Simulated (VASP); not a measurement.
**TePt: single point with LDA+U**

TePt:

```
Pt Te
1.0
     3.95488    0.00000    0.00000
    -1.97744    3.42502    0.00000
     0.00000    0.00000    3.85976
Pt Te
1 1
Direct
  0.00000 0.00000 0.00000
  0.66667 0.33333 0.50000
```

Measurements of this composition are mostly on another form, of space group No. 166.

```json
{"Program": "VASP 6.6.1", "Task": "single point", "Functional": "LDA", "Potentials or basis": "VASP PAW LDA potentials, release 64 (Pt, Te)", "Cutoff": "520 eV", "k mesh": "6 × 6 × 5", "Occupations": "gaussian, width 0.05 eV", "Spin": "collinear spin, typed start", "Starting moments": "[2.0, 0.0] μB", "Hubbard terms": "Pt d U = 7.0 eV", "Dipole correction": "no", "Further INCAR settings": "ALGO = Fast; EDIFF = 1e-06; NBANDS = 19"}
```

```yaml
Pressure: -19.2 GPa
Band_gap_on_the_k_mesh: none (metal or under the smearing width)
Net_moment: 0.00 μB per cell
Valence_electrons_inside_the_program's_atomic_spheres: Pt 9.55; Te 3.15
```

Stress tensor (GPa, compression positive):
```
-16.91   0.00   0.00
  0.00 -16.91   0.00
  0.00   0.00 -23.69
```

Levels at points of the mesh, in eV from the Fermi level:
Spin up:
```tsv
k point	band 4	band 5	band 6	band 7	band 8	band 9	band 10	band 11	band 12	band 13
(0.00, 0.00, 0.00)	-4.00	-2.75	-2.75	-1.03	0.91	0.91	1.16	6.36	7.01	7.01
(0.50, 0.00, 0.00)	-3.88	-3.06	-2.84	-2.48	-1.12	1.56	3.02	6.02	7.69	8.07
```
Spin down:
| k point | band 6 | band 7 | band 8 | band 9 | band 10 | band 11 |
| --- | --- | --- | --- | --- | --- | --- |
| (0.00, 0.00, 0.00) | -2.75 | -1.03 | 0.91 | 0.91 | 1.16 | 6.36 |
| (0.50, 0.00, 0.00) | -2.84 | -2.47 | -1.12 | 1.56 | 3.02 | 6.02 |

Eigenvalues of the final occupation matrices:
```tsv
site	spin	trace	eigenvalues
site 1 d	1	4.48	0.84 0.84 0.93 0.93 0.95
site 1 d	2	4.48	0.84 0.84 0.93 0.93 0.95
```

It took 30 s on 1 thread of Intel(R) Xeon(R) Platinum 8488C (Sapphire Rapids), with other jobs on the host, peak memory 0.17 GiB.

Caveat: the U is typed as a test and isn't derived for this compound. The state reached can hang on the start; a lower one may exist.
